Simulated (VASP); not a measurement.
# Ti2TeAs2 (Cmmm) in VASP: relaxation of cell and atoms with PBE

Aim: the relaxation of cell and atoms of Ti2TeAs2 with PBE.

Everything below comes from runs of VASP 6.6.1. Logs are shortened: lines on timing, memory, paths and dates and some standing lists are left out, and cuts for length are marked.

### Step 1. Starting point

The structure is orthorhombic, space group Cmmm (No. 65). Conventional cell: a = 6.223 Å, b = 6.501 Å, c = 5.267 Å, α = 90.00°, β = 90.00°, γ = 90.00°. Ti (site symmetry m2m) is surrounded by 1 Ti at 1.90 Å. Te (site symmetry mmm) has 2 As at 1.65 Å as nearest neighbours. Around As (site symmetry mm2) lie 1 Te at 1.65 Å.

The cell was built by a generator and needn't be a form met in nature.

### Step 2. Relaxation of cell and atoms, PBE

File INCAR:

```
PREC = Normal ; ENCUT = 520
EDIFF = 1E-4 ; ISMEAR = 0
SIGMA = 0.15 ; LREAL = False
LASPH = True ; NELM = 60
ALGO = Fast ; ISIF = 3
LWAVE = False ; LCHARG = False
GGA = PE ; IBRION = 2
NSW = 24 ; EDIFFG = -0.08
```

File KPOINTS:

```
regular mesh
0
Gamma
  3 3 3
```

File POSCAR:

```
Ti2TeAs2
1.0
    3.1115061200     -3.2503977300      0.0000000000
    3.1115061200      3.2503977300      0.0000000000
    0.0000000000      0.0000000000      5.2667239500
Ti Te As
2 1 2
Direct
    0.3541558700      0.6458441300      0.5000000000
    0.6458441300      0.3541558700      0.5000000000
    0.0000000000      0.0000000000      0.0000000000
    0.0000000000      0.0000000000      0.6858008500
    0.0000000000      0.0000000000      0.3141991500
```

Potentials or basis: VASP PAW PBE potentials, release 64 (Ti_sv, Te, As).

Command:

```
cat potpaw_PBE.64/Ti_sv/POTCAR potpaw_PBE.64/Te/POTCAR potpaw_PBE.64/As/POTCAR > POTCAR
mpirun -np 1 vasp_std > vasp.out
```

OUTCAR:

```text
PREC = Normal
   ENCUT = 520
   EDIFF = 1E-4
   ISMEAR = 0
   LREAL = False
   LASPH = True
   NELM = 60
   ISIF = 3
   GGA = PE
   IBRION = 2
   NSW = 24
   EDIFFG = -0.08

 ion  position               nearest neighbor table
   1  0.354  0.646  0.500-   2 1.90   4 2.50   5 2.50
   2  0.646  0.354  0.500-   1 1.90   4 2.50   5 2.50
   3  0.000  0.000  0.000-   4 1.65   5 1.65
   4  0.000  0.000  0.686-   3 1.65   5 1.96   1 2.50   2 2.50
   5  0.000  0.000  0.314-   3 1.65   4 1.96   1 2.50   2 2.50

  LATTYP: Found a base centered orthorhombic cell.
 ALAT       =     6.2230122400
 B/A-ratio  =     1.0446380642
 C/A-ratio  =     0.8463303215

  Lattice vectors:

 A1 = (   3.1115061200,  -3.2503977300,   0.0000000000)
 A2 = (   3.1115061200,   3.2503977300,   0.0000000000)
 A3 = (   0.0000000000,   0.0000000000,   5.2667239500)

Analysis of symmetry for initial positions (statically):
=====================================================================
 Subroutine PRICEL returns:
 Original cell was already a primitive cell.

 Routine SETGRP: Setting up the symmetry group for a
 base centered orthorhombic supercell.

 Subroutine GETGRP returns: Found  8 space group operations
 (whereof  8 operations were pure point group operations)
 out of a pool of  8 trial point group operations.

The static configuration has the point symmetry D_2h.

Analysis of symmetry for dynamics (positions and initial velocities):
=====================================================================
 Subroutine PRICEL returns:
 Original cell was already a primitive cell.

 Routine SETGRP: Setting up the symmetry group for a
 base centered orthorhombic supercell.

 Subroutine GETGRP returns: Found  8 space group operations
 (whereof  8 operations were pure point group operations)
 out of a pool of  8 trial point group operations.

The dynamic configuration has the point symmetry D_2h.

 Subroutine INISYM returns: Found  8 space group operations
 (whereof  8 operations are pure point group operations),
 and found     1 'primitive' translations

----------------------------------------------------------------------------------------

                                     Primitive cell

  volume of cell :     106.5314

  direct lattice vectors                    reciprocal lattice vectors
[... 107 lines left out ...]
 conjugate gradient relaxation of ions
 non-spin polarized calculation
 RMM-DIIS sequential band-by-band and
 Gauss-broadening in eV      SIGMA  =   0.15
  energy-cutoff  :      520.00
  volume of cell :      106.53
 maximum number of plane-waves:      2880
   NGX = 17   NGY = 17   NGZ = 19

--------------------------------------- Ionic step        1  -------------------------------------------

 number of electron      39.9999966 magnetization

 Free energy of the ion-electron system (eV)
  ---------------------------------------------------
  ext. energy  EPLUGINS =         0.00000000
  ---------------------------------------------------
  free energy    TOTEN  =        11.90506331 eV

  energy without entropy =       11.99774909  energy(sigma->0) =       11.95140620

------------------------ aborting loop because EDIFF is reached ----------------------------------------

  FORCE on cell =-STRESS in cart. coord.  units (eV):
  Direction    XX          YY          ZZ          XY          YZ          ZX
  --------------------------------------------------------------------------------------
  -------------------------------------------------------------------------------------
  Total       -3.2201825      8.4979713    241.5358402      0.0000000      0.0000000      0.0000000
  in kB      -48.4298752    127.8050832   3632.5738128      0.0000000      0.0000000      0.0000000
  external PRESSURE =    1237.3163402 kB  Pullay stress =       0.0000000 kB
[... 250 lines left out ...]
     23     440.7565      0.00000
     24     555.5563      0.00000

------------------------ aborting loop EDIFF was not reached (unconverged)  ----------------------------

  FORCE on cell =-STRESS in cart. coord.  units (eV):
  Direction    XX          YY          ZZ          XY          YZ          ZX
  --------------------------------------------------------------------------------------
  -------------------------------------------------------------------------------------
  Total     2140.7786670   2157.9206264  -1991.8594260     -0.0000000      0.0000000      0.0000000
  in kB     9221.1017414   9294.9383101  -8579.6531441     -0.0000000      0.0000000      0.0000000
  external PRESSURE =    3312.1289691 kB  Pullay stress =       0.0000000 kB
[... 250 lines left out ...]
     23     383.0644      0.00000
     24     447.9872      0.00000

------------------------ aborting loop EDIFF was not reached (unconverged)  ----------------------------

  FORCE on cell =-STRESS in cart. coord.  units (eV):
  Direction    XX          YY          ZZ          XY          YZ          ZX
  --------------------------------------------------------------------------------------
  -------------------------------------------------------------------------------------
  Total       96.2338451    240.0192988    243.6223624     -0.0000000      0.0000000      0.0000000
  in kB     1161.5881601   2897.1467928   2940.6374785     -0.0000000      0.0000000      0.0000000
  external PRESSURE =    2333.1241438 kB  Pullay stress =       0.0000000 kB
[... 469 lines left out ...]
     23       5.0797      0.00000
     24       5.2893      0.00000

[... ionic steps 4 to 16 ...]

--------------------------------------- Ionic step       17  -------------------------------------------

 number of electron      39.9999954 magnetization

------------------------ aborting loop because EDIFF is reached ----------------------------------------
[... 73 lines left out ...]
--------------------------------------- Ionic step       19  -------------------------------------------

 number of electron      40.0000004 magnetization

 Free energy of the ion-electron system (eV)
  ---------------------------------------------------
  ext. energy  EPLUGINS =         0.00000000
  ---------------------------------------------------
  free energy    TOTEN  =       -27.91508413 eV

  energy without entropy =      -27.89263129  energy(sigma->0) =      -27.90385771

 E-fermi :   4.8458     XC(G=0):  -9.3472

 val. band max:        4.7352343033   @ k =   0.0000   0.0000   0.0000
 cond. band min:       5.0418650989   @ k =   0.3333   0.3333   0.0000
 fundamental gap:      0.3066307956
 Fermi energy:         4.8457568002
[... 246 lines left out ...]
  FREE ENERGIE OF THE ION-ELECTRON SYSTEM (eV)
  ---------------------------------------------------
  free  energy   TOTEN  =       -27.9150841343 eV

  energy  without entropy=      -27.8926312922  energy(sigma->0) =      -27.90385771

 reached required accuracy - stopping structural energy minimisation
```

OSZICAR:

```text
N       E                     dE             d eps       ncg     rms          rms(c)
DAV:   1     0.478912740663E+03    0.47891E+03   -0.19527E+04   384   0.169E+03
DAV:   2     0.624900149133E+02   -0.41642E+03   -0.41253E+03   416   0.489E+02
DAV:   3     0.138718171627E+02   -0.48618E+02   -0.48006E+02   664   0.148E+02
[... 509 lines left out ...]
RMM:   3    -0.279160852613E+02    0.19161E-01   -0.52408E-02   473   0.207E+00    0.376E-01
RMM:   4    -0.279144503954E+02    0.16349E-02   -0.16823E-02   515   0.105E+00    0.826E-02
RMM:   5    -0.279148162165E+02   -0.36582E-03   -0.51626E-03   546   0.497E-01    0.418E-02
RMM:   6    -0.279150142303E+02   -0.19801E-03   -0.21763E-03   469   0.274E-01    0.320E-02
RMM:   7    -0.279150841343E+02   -0.69904E-04   -0.78616E-04   360   0.169E-01
  19 F= -.27915084E+02 E0= -.27903858E+02  d E =-.830496E-02
```

CONTCAR:

```text
Ti2TeAs2
   1.00000000000000
     2.1101539052413778   -3.5772843865761121    0.0000000000000000
     2.1101539052413778    3.5772843865761121    0.0000000000000000
     0.0000000000000000    0.0000000000000000    8.3111886572192173
  Ti              Te              As
     2     1     2
Direct
     0.3214620761346730    0.6785379238653270    0.5000000000000000
     0.6785379238653270    0.3214620761346730    0.5000000000000000
     0.0000000000000000    0.0000000000000000    0.0000000000000000
     0.0000000000000000    0.0000000000000000    0.3298048594880126
     0.0000000000000000    0.0000000000000000    0.6701951405119875

  0.00000000E+00  0.00000000E+00  0.00000000E+00
  0.00000000E+00  0.00000000E+00  0.00000000E+00
  0.00000000E+00  0.00000000E+00  0.00000000E+00
  0.00000000E+00  0.00000000E+00  0.00000000E+00
  0.00000000E+00  0.00000000E+00  0.00000000E+00
```

Wall time 9.1 min (1 thread of Intel Xeon Platinum 8375C at 2.90GHz (Ice Lake), shared host); peak memory 0.18 GiB.

What came out:

| Quantity | Value |
| --- | --- |
| Free energy | -27.9151 eV |
| Relaxed volume | 25.10 Å³/atom |
| Relaxed cell | a = 4.153 Å, b = 4.153 Å, c = 8.311 Å, α = 90.00°, β = 90.00°, γ = 118.93° |
| Space group after relaxing (to 0.05 Å) | Cmmm (No. 65) |
| Energy gained by relaxing | 7964.0 meV/atom |
| Ionic steps | 19 |
| Pressure after relaxing | 0.2 GPa |
| Largest force after relaxing | 0.052 eV/Å |
| Band gap on the k mesh | none (metal or under the smearing width) |

Forces on the atoms (eV/Å):
```
Ti   0.000  0.001  0.000
Ti   0.000 -0.001  0.000
Te   0.000  0.000  0.000
As   0.000  0.000  0.052
As   0.000  0.000 -0.052
```

The path:
| step | energy change (eV) | largest force (eV/Å) | pressure (GPa) | volume (Å³) |
| --- | --- | --- | --- | --- |
| 1 | 0.0000 | 49.4152 | 123.73 | 106.53 |
| 2 | 2673.0321 | 235.2847 | 331.21 | 371.96 |
| 3 | 630.2534 | 25.9463 | 233.31 | 132.74 |
| 4 | 169.2131 | 7.1214 | 34.21 | 152.90 |
| 5 | -22.7393 | 8.4444 | -8.01 | 153.83 |
| 6 | -37.5045 | 1.6719 | -2.82 | 141.87 |
| 7 | -38.0585 | 1.6027 | 1.62 | 141.84 |
| 8 | -39.3145 | 1.0885 | -3.34 | 143.49 |
| 9 | -39.3199 | 1.1547 | -3.54 | 143.49 |
| 10 | -39.5849 | 1.1551 | -0.92 | 133.03 |
| 11 | -39.6254 | 1.1803 | 1.04 | 127.52 |
| 12 | -39.7451 | 0.6654 | 0.01 | 127.24 |
| 13 | -39.7668 | 0.8112 | -0.88 | 126.81 |
| 14 | -39.7971 | 0.2807 | -0.64 | 127.03 |
| 15 | -39.7994 | 0.3405 | -0.78 | 126.97 |
| 16 | -39.7997 | 0.3250 | -0.76 | 126.99 |
| 17 | -39.8085 | 0.4210 | 0.46 | 124.47 |
| 18 | -39.8118 | 0.2729 | 0.14 | 125.33 |
| 19 | -39.8201 | 0.0524 | 0.16 | 125.48 |

Final structure:
```
CELL_PARAMETERS angstrom
2.11015 -3.57728 0.00000
2.11015 3.57728 0.00000
0.00000 0.00000 8.31119
ATOMIC_POSITIONS crystal
Ti 0.32146 0.67854 0.50000
Ti 0.67854 0.32146 0.50000
Te 0.00000 0.00000 0.00000
As 0.00000 0.00000 0.32980
As 0.00000 0.00000 0.67020
```

Levels at points of the mesh, in eV from the Fermi level:
| k point | band 17 | band 18 | band 19 | band 20 | band 21 | band 22 | band 23 | band 24 |
| --- | --- | --- | --- | --- | --- | --- | --- | --- |
| (0.00, 0.00, 0.00) | -0.81 | -0.62 | -0.11 | 0.32 | 0.37 | 0.43 | 0.89 | 1.21 |

Caveat: the k mesh is coarse (spacing up to 0.47 Å⁻¹), so the values aren't converged; the volume moved by over 15 % at a fixed basis, so the end points are rough; the relaxation stopped at a loose force limit of 0.08 eV/Å, so its end isn't a converged minimum.
